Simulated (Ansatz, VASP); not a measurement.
One calculation of Si, two programs

File INCAR:

```
SYSTEM = Si
PREC     = Accurate       ! precision mode
ENCUT    = 520            ! plane-wave cutoff, eV
EDIFF    = 1E-7           ! SCF threshold, eV
ISMEAR   = 0              ! smearing method
SIGMA    = 0.15           ! smearing width, eV
LREAL    = .FALSE.        ! projectors in reciprocal space
LASPH    = .TRUE.         ! aspherical terms in the spheres
NELM     = 100            ! most SCF steps
ALGO     = Normal         ! electronic algorithm
ISIF     = 2              ! what is computed and relaxed
LWAVE    = .FALSE.        ! write WAVECAR
LCHARG   = .FALSE.        ! write CHGCAR
NBANDS   = 11             ! bands
```

KPOINTS

```
Automatic mesh
0
G
  21 21 10
  0 0 0
```

Contents of POSCAR:

```
Si
1.0
    2.5322986339      0.0000000000      0.0000000000
   -1.2661493170      2.1930349470      0.0000000000
    0.0000000000      0.0000000000      4.6189260017
Si
2
Direct
    0.3333333333      0.6666666667      0.2500000000
    0.6666666667      0.3333333333      0.7500000000
```

Input for Ansatz:

```yaml
crystal:
  lattice:
    - [2.5322986339, 0.0, 0.0]
    - [-1.266149317, 2.193034947, 0.0]
    - [0.0, 0.0, 4.6189260017]
  atoms:
    - { symbol: Si, position: [0.3333333333, 0.6666666667, 0.25] }
    - { symbol: Si, position: [0.6666666667, 0.3333333333, 0.75] }
basis:
  ecutwfc: 420
kpoints:
  mp_grid: { grid: [21, 21, 10] }
hamiltonian:
  xc: lda
scf:
  occupations: { method: gaussian, width: 0.15 }
output:
  forces: true
  stress: true
  eigenvalues: true
```

Change from the starting cell: strain -0.050 along x and y, +0.025 along z, atoms carried along.

Alike in both runs: task single point; functional LDA; k mesh 21 × 21 × 10; occupations gaussian, width 0.15 eV; no spin polarisation.

```csv
,VASP,Ansatz
version,VASP 6.6.1,Ansatz 0.2.0
potentials or method,"VASP PAW LDA potentials, release 64 (Si)","scalar-relativistic, plane waves, PAW"
plane-wave cutoff (eV),520,420
valence electrons in the cell,8,8
```

|  | VASP | Ansatz | Ansatz less VASP |
| --- | --- | --- | --- |
| gap on the k mesh at the Fermi level (eV) | none | none | - |
| pressure (GPa) | 9.2 | 9.1 | -0.09 |
| largest component of the traceless stress (GPa) | 4.86 | 4.86 | +0.004 |

A gap of «none» marks a metal or a gap that the smearing closes.
